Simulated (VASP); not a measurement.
Input:

```xyz
4
Lattice="1.5400 -2.6674 0.0000 1.5400 2.6674 0.0000 0.0000 0.0000 5.0500" Properties=species:S:1:pos:R:3 pbc="T T T"
Si     1.5400    -0.8891     2.5250
Si     1.5400     0.8891     0.0000
C      1.5400    -0.8891     4.4188
C      1.5400     0.8891     1.8937
```

All values below come from PBE GGA, VASP's PBE PAW potentials (set 64) (plane waves; VASP 6.6.1). Run with PREC = Normal, 500 eV cut-off, 4×4×2 Γ-centred mesh, Gaussian smearing of 0.010 eV, potentials Si_GW C_GW_new.

Q: Give the stress tensor in GPa (positive for a compressed cell).

A: 
```
3.03  0.00  0.00
0.00  3.03  0.00
0.00  0.00  3.59
```
The pressure is its mean diagonal, 3.22 GPa.

The compound is SiC in the wurtzite structure, the rare 2H polytype. The cell was not relaxed at this level. The k-mesh is coarse (spacing up to 0.62 per Å, 2π included), so the numbers may not be converged in it.
